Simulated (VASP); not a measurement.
Method: PBEsol GGA, VASP's PBE PAW potentials (set 64) (plane waves; VASP).

Input for VASP

**INCAR**
```
ALGO  =  Normal   ! blocked Davidson
LASPH  =  .TRUE.   ! aspherical one-centre terms
ISMEAR  =  0   ! Gaussian
LCHARG  =  .FALSE.
LWAVE  =  .FALSE.
LMAXMIX  =  4   ! l cut-off of mixed one-centre charges
NELM  =  100   ! most electronic steps
SIGMA  =  0.05   ! width (eV)
PREC  =  Accurate
LREAL  =  .FALSE.   ! projection in real space or not
ISIF  =  2
SYSTEM  =  CdSe
EDIFF  =  1E-7
ENCUT  =  480   ! plane-wave cut-off (eV)
GGA  =  PS   ! PBEsol
```

POSCAR:
```
CdSe
1
    2.0859281167    -3.6129332496     0.0000000000
    2.0859281167     3.6129332496     0.0000000000
    0.0000000000     0.0000000000     6.8025810278
Cd Se
2 2
Direct
  0.6666670000   0.3333330000   0.4999720194
  0.3333330000   0.6666670000   0.9999720194
  0.6666670000   0.3333330000   0.8760279806
  0.3333330000   0.6666670000   0.3760279806
```

KPOINTS:
```
kpoints
0
Gamma
 6 6 4
```

POTCAR, in this order: Cd Se (PBE.64 set). Program: vasp_std.

Output

OSZICAR:
```
       N       E                     dE             d eps       ncg     rms          rms(c)
DAV:   1     0.237702751531E+03    0.23770E+03   -0.16824E+04   924   0.140E+03
DAV:   2    -0.620465146275E+00   -0.23832E+03   -0.23359E+03  1032   0.346E+02
DAV:   3    -0.128083325908E+02   -0.12188E+02   -0.12150E+02  1116   0.797E+01
DAV:   4    -0.129066221056E+02   -0.98290E-01   -0.98262E-01   990   0.696E+00
DAV:   5    -0.129074142874E+02   -0.79218E-03   -0.79215E-03  1158   0.575E-01    0.110E+01
DAV:   6    -0.121939709627E+02    0.71344E+00   -0.16902E+00  1204   0.154E+01    0.827E+00
DAV:   7    -0.121566900955E+02    0.37281E-01   -0.71280E-01  1014   0.506E+00    0.272E+00
DAV:   8    -0.121482315011E+02    0.84586E-02   -0.10415E-01   942   0.385E+00    0.488E-01
DAV:   9    -0.121477882365E+02    0.44326E-03   -0.12000E-02  1068   0.147E+00    0.182E-01
DAV:  10    -0.121477717929E+02    0.16444E-04   -0.10612E-03  1050   0.405E-01    0.651E-02
DAV:  11    -0.121478146046E+02   -0.42812E-04   -0.13158E-04  1020   0.829E-02    0.228E-02
DAV:  12    -0.121478173815E+02   -0.27769E-05   -0.21038E-05  1098   0.554E-02    0.135E-02
DAV:  13    -0.121478183064E+02   -0.92495E-06   -0.62701E-06  1014   0.295E-02    0.161E-03
DAV:  14    -0.121478183155E+02   -0.90467E-08   -0.41419E-07  1064   0.615E-03
   1 F= -.12147818E+02 E0= -.12147818E+02  d E =-.532260E-14
```

**OUTCAR**
```
------------------------ aborting loop because EDIFF is reached ----------------------------------------
  FORCE on cell =-STRESS in cart. coord.  units (eV):
  Direction    XX          YY          ZZ          XY          YZ          ZX
  --------------------------------------------------------------------------------------
  Total        4.1604172      4.1604167      4.1452875      0.0000000      0.0000000      0.0000000
  in kB       65.0106443     65.0106360     64.7742281      0.0000000      0.0000000      0.0000000
  external PRESSURE =      64.9318361 kB  Pullay stress =       0.0000000 kB
  volume of cell :      102.53
      direct lattice vectors                 reciprocal lattice vectors
     2.085928117 -3.612933250  0.000000000     0.239701453 -0.138391707  0.000000000
     2.085928117  3.612933250  0.000000000     0.239701453  0.138391707  0.000000000
     0.000000000  0.000000000  6.802581028     0.000000000  0.000000000  0.147003027
  FREE ENERGIE OF THE ION-ELECTRON SYSTEM (eV)
  ---------------------------------------------------
  free  energy   TOTEN  =       -12.1478183155 eV

  energy  without entropy=      -12.1478183155  energy(sigma->0) =      -12.14781832
```
(Selected blocks of OUTCAR.)

The compound is CdSe in the wurtzite structure. This cell was strained or had an atom moved on purpose.
